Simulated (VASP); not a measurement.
Output of a VASP run:

**OSZICAR**
```
       N       E                     dE             d eps       ncg     rms          rms(c)
DAV:   1     0.949929628356E+03    0.94993E+03   -0.35306E+04 16780   0.448E+02
DAV:   2    -0.275178237909E+02   -0.97745E+03   -0.89096E+03 19176   0.179E+02
DAV:   3    -0.859217832491E+02   -0.58404E+02   -0.56719E+02 19544   0.481E+01
DAV:   4    -0.863421660700E+02   -0.42038E+00   -0.42004E+00 18992   0.396E+00
DAV:   5    -0.863438091423E+02   -0.16431E-02   -0.16430E-02 19200   0.267E-01    0.422E+01
DAV:   6    -0.849779355740E+02    0.13659E+01   -0.17668E+00 18848   0.653E+00    0.176E+01
DAV:   7    -0.845630175711E+02    0.41492E+00   -0.67680E-01 18552   0.467E+00    0.143E+01
DAV:   8    -0.840733878788E+02    0.48963E+00   -0.34864E-01 18136   0.252E+00    0.774E-01
DAV:   9    -0.840743546768E+02   -0.96680E-03   -0.38733E-02 18992   0.401E-01    0.410E-01
DAV:  10    -0.840743892173E+02   -0.34540E-04   -0.57425E-04 19128   0.445E-02    0.138E-01
DAV:  11    -0.840744026122E+02   -0.13395E-04   -0.74896E-05 19136   0.232E-02    0.445E-02
DAV:  12    -0.840744022700E+02    0.34222E-06   -0.23788E-05 18704   0.811E-03    0.189E-02
DAV:  13    -0.840744033005E+02   -0.10306E-05   -0.14248E-06 19264   0.219E-03    0.788E-03
DAV:  14    -0.840744029681E+02    0.33242E-06   -0.99134E-08 17280   0.760E-04    0.249E-03
DAV:  15    -0.840744029500E+02    0.18112E-07   -0.46526E-08 10152   0.338E-04
   1 F= -.84074403E+02 E0= -.84074403E+02  d E =-.389673E-38
 imaginary and real dielectric function
```

### OUTCAR
```
------------------------ aborting loop because EDIFF is reached ----------------------------------------
  FORCE on cell =-STRESS in cart. coord.  units (eV):
  Direction    XX          YY          ZZ          XY          YZ          ZX
  --------------------------------------------------------------------------------------
  Total       -0.1643386     -0.1643386     -0.1643386      0.0000000      0.0000000      0.0000000
  in kB       -1.5164321     -1.5164321     -1.5164321      0.0000000      0.0000000      0.0000000
  external PRESSURE =      -1.5164321 kB  Pullay stress =       0.0000000 kB
  volume of cell :      173.63
      direct lattice vectors                 reciprocal lattice vectors
     5.578820636  0.000000000  0.000000000     0.179249355  0.000000000  0.000000000
     0.000000000  5.578820636  0.000000000     0.000000000  0.179249355  0.000000000
     0.000000000  0.000000000  5.578820636     0.000000000  0.000000000  0.179249355
 POSITION                                       TOTAL-FORCE (eV/Angst)
 -----------------------------------------------------------------------------------
      0.00000      2.78941      2.78941         0.000000      0.000000     -0.000000
      2.78941      0.00000      2.78941         0.000000      0.000000     -0.000000
      0.00000      0.00000      0.00000         0.000000      0.000000     -0.000000
      2.78941      2.78941      0.00000         0.000000      0.000000     -0.000000
      3.42236      4.94587      0.63295         0.010853     -0.010853      0.010853
      0.63295      3.42236      4.94587         0.010853      0.010853     -0.010853
      3.42236      3.42236      3.42236         0.010853      0.010853      0.010853
      2.15646      2.15646      2.15646        -0.010853     -0.010853     -0.010853
      4.94587      0.63295      3.42236        -0.010853      0.010853      0.010853
      4.94587      2.15646      0.63295        -0.010853     -0.010853      0.010853
      0.63295      4.94587      2.15646         0.010853     -0.010853     -0.010853
      2.15646      0.63295      4.94587        -0.010853      0.010853     -0.010853
 -----------------------------------------------------------------------------------
    total drift:                               -0.000000      0.000000      0.000000
  FREE ENERGIE OF THE ION-ELECTRON SYSTEM (eV)
  ---------------------------------------------------
  free  energy   TOTEN  =       -84.0744029500 eV

  energy  without entropy=      -84.0744029500  energy(sigma->0) =      -84.07440295

 plasma frequency squared (from intraband transitions) (eV^2)
  --------------------------------------------------------------------------------------
       0.000       0.000       0.000
       0.000       0.000       0.000
       0.000       0.000       0.000

 plasma frequency squared (from interband transitions, int dw w eps(2)(w)) (eV^2)
  --------------------------------------------------------------------------------------
     697.789       0.000       0.000       0.000      -0.000      -0.000
       0.000      -0.000     697.789       0.000      -0.000      -0.000
      -0.000       0.000      -0.000       0.000     697.789       0.000
```
(Selected blocks of OUTCAR.)

POSCAR:
```
RuS2
1
    5.5788206361     0.0000000000     0.0000000000
   -0.0000000000     5.5788206361     0.0000000000
    0.0000000000     0.0000000000     5.5788206361
Ru S
4 8
Direct
  0.0000000000   0.5000000000   0.5000000000
  0.5000000000   0.0000000000   0.5000000000
  0.0000000000   0.0000000000   1.0000000000
  0.5000000000   0.5000000000   1.0000000000
  0.6134556404   0.8865443596   0.1134556404
  0.1134556404   0.6134556404   0.8865443596
  0.6134556404   0.6134556404   0.6134556404
  0.3865443596   0.3865443596   0.3865443596
  0.8865443596   0.1134556404   0.6134556404
  0.8865443596   0.3865443596   0.1134556404
  0.1134556404   0.8865443596   0.3865443596
  0.3865443596   0.1134556404   0.8865443596
```

Problem. Reconstruct the remaining input files.

Solution. Several could match; the one computed here: the input of the run itself, PBEsol GGA, plane waves, VASP's PBE PAW potentials (set 64).

**INCAR**
```
GGA=PS   # PBEsol
CSHIFT=0.1
ALGO=Normal   # blocked Davidson
NELM=100
NEDOS=1001   # DOS grid
LOPTICS=T
LWAVE=F
LASPH=T   # aspherical one-centre terms
NBANDS=186
LCHARG=F
LREAL=F   # projection in real space or not
PREC=Accurate
SYSTEM=RuS2
ENCUT=400   # plane-wave cut-off (eV)
LMAXMIX=4
EDIFF=1E-7   # SCF stop (eV)
ISMEAR=0
SIGMA=0.01   # width (eV)
```

### KPOINTS
```
Automatic mesh
0
Gamma
9 9 9
0 0 0
```

POTCAR, in this order: Ru_pv S (PBE.64 set). Program: vasp_std.

The dielectric response may not be converged in the k-mesh; for small gaps it tends to come out too large.

The compound is RuS2 in the pyrite structure. It was relaxed first.
